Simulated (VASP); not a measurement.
Method: vdW-DF-cx, VASP's PBE PAW potentials (set 64) (plane waves; VASP).

Input for VASP

File KPOINTS:
```
k-points along high-symmetry lines
15
Line-mode
Reciprocal
  0.000000   0.000000   0.000000 ! GAMMA
  0.500000   0.000000   0.500000 ! X

  0.500000   0.000000   0.500000 ! X
  0.625000   0.250000   0.625000 ! U

  0.375000   0.375000   0.750000 ! K
  0.000000   0.000000   0.000000 ! GAMMA

  0.000000   0.000000   0.000000 ! GAMMA
  0.500000   0.500000   0.500000 ! L

  0.500000   0.500000   0.500000 ! L
  0.500000   0.250000   0.750000 ! W

  0.500000   0.250000   0.750000 ! W
  0.500000   0.000000   0.500000 ! X
```

**POSCAR**
```
MgS
1
    0.0000000000     2.5976469526     2.5976469526
    2.5976469526     0.0000000000     2.5976469526
    2.5976469526     2.5976469526     0.0000000000
Mg S
1 1
Direct
  1.0000000000   1.0000000000   0.0000000000
  0.5000000000   0.5000000000   0.5000000000
```

INCAR:
```
SYSTEM = MgS
PREC = Accurate
ENCUT = 520
EDIFF = 1E-7
NELM = 100
ALGO = Normal
LREAL = .FALSE.
LASPH = .TRUE.
ISMEAR = 0
SIGMA = 0.05
GGA = CX
LUSE_VDW = .TRUE.
AGGAC = 0.0
LWAVE = .FALSE.
LCHARG = .FALSE.
LORBIT = 11
ICHARG = 11
```

POTCAR, in this order: Mg S (PBE.64 set). Program: vasp_std. Read from the step before: CHGCAR.

Output of the run:

File OUTCAR:
```
 ion  position               nearest neighbor table
   1  0.000  0.000  0.000-   2 2.60   2 2.60   2 2.60   2 2.60   2 2.60   2 2.60
   2  0.500  0.500  0.500-   1 2.60   1 2.60   1 2.60   1 2.60   1 2.60   1 2.60
  LATTYP: Found a face centered cubic cell.
 ALAT       =     5.1952939052
 Subroutine PRICEL returns:
 Original cell was already a primitive cell.
 Subroutine GETGRP returns: Found 48 space group operations
The static configuration has the point symmetry O_h .
The dynamic configuration has the point symmetry O_h .
 Subroutine INISYM returns: Found 48 space group operations
   k-points           NKPTS =     90   k-points in BZ     NKDIM =     90   number of bands    NBANDS=      8
   number of dos      NEDOS =    301   number of ions     NIONS =      2
   total plane-waves  NPLWV =  21952
   dimension x,y,z NGX =    28 NGY =   28 NGZ =   28
   dimension x,y,z NGXF=    56 NGYF=   56 NGZF=   56
   ions per type =               1   1
   PREC   = accura    normal or accurate (medium, high low for compatibility)
   ISTART =      0    job   : 0-new  1-cont  2-samecut
   ICHARG =     11    charge: 1-file 2-atom 10-const
   ISPIN  =      1    spin polarized calculation?
   LNONCOLLINEAR =      F non collinear calculations
   LSORBIT =      F    spin-orbit coupling
   INIWAV =      1    electr: 0-lowe 1-rand  2-diag
   ENCUT  =  520.0 eV  38.22 Ry    6.18 a.u.   6.83  6.83  6.83*2*pi/ulx,y,z
...
```

OSZICAR:
```
       N       E                     dE             d eps       ncg     rms          rms(c)
DAV:   1     0.233285508924E+02    0.23329E+02   -0.36746E+03  1472   0.805E+02
DAV:   2    -0.405413180322E+01   -0.27383E+02   -0.25772E+02  1992   0.100E+02
DAV:   3    -0.491755135992E+01   -0.86342E+00   -0.86342E+00  1944   0.235E+01
DAV:   4    -0.492059393787E+01   -0.30426E-02   -0.30426E-02  2296   0.149E+00
DAV:   5    -0.492060080082E+01   -0.68630E-05   -0.68630E-05  1992   0.500E-02
DAV:   6    -0.492060085367E+01   -0.52844E-07   -0.52846E-07  2240   0.325E-03
   1 F= -.49206009E+01 E0= -.49206009E+01  d E =-.562389E-16
```

### OUTCAR
```
 val. band max:        3.7598485604   @ k =   0.0000   0.0000   0.0000

 cond. band min:       6.6498410368   @ k =   0.5000   0.0000   0.5000



 k-point     1 :       0.0000    0.0000    0.0000
  band No.  band energies     occupation
      1      -8.9097      2.00000
      2       3.7598      2.00000
      3       3.7598      2.00000
      4       3.7598      2.00000
      5       7.5892      0.00000
      6      11.6806      0.00000
      7      11.6806      0.00000
      8      11.6806      0.00000

 k-point     2 :       0.0357    0.0000    0.0357
  band No.  band energies     occupation
      1      -8.8928      2.00000
      2       3.6527      2.00000
      3       3.7299      2.00000
      4       3.7299      2.00000
      5       7.7116      0.00000
      6      11.5756      0.00000
      7      11.7401      0.00000
      8      11.7401      0.00000

 k-point     3 :       0.0714    0.0000    0.0714
  band No.  band energies     occupation
      1      -8.8424      2.00000
      2       3.3681      2.00000
      3       3.6435      2.00000
      4       3.6435      2.00000
      5       8.0382      0.00000
      6      11.2986      0.00000
      7      11.9144      0.00000
      8      11.9144      0.00000

 k-point     4 :       0.1071    0.0000    0.1071
  band No.  band energies     occupation
      1      -8.7598      2.00000
      2       2.9769      2.00000
      3       3.5108      2.00000
      4       3.5108      2.00000
      5       8.4830      0.00000
      6      10.9232      0.00000
      7      12.1907      0.00000
      8      12.1908      0.00000

 k-point     5 :       0.1429    0.0000    0.1429
  band No.  band energies     occupation
      1      -8.6471      2.00000
      2       2.5362      2.00000
      3       3.3448      2.00000
      4       3.3448      2.00000
      5       8.9456      0.00000
      6      10.5098      0.00000
      7      12.0267      0.00000
      8      12.5519      0.00000
...
```

The density is held fixed in this step, so its total energy and stress have no physical meaning.

The compound is MgS in the rock salt structure. It was relaxed first.
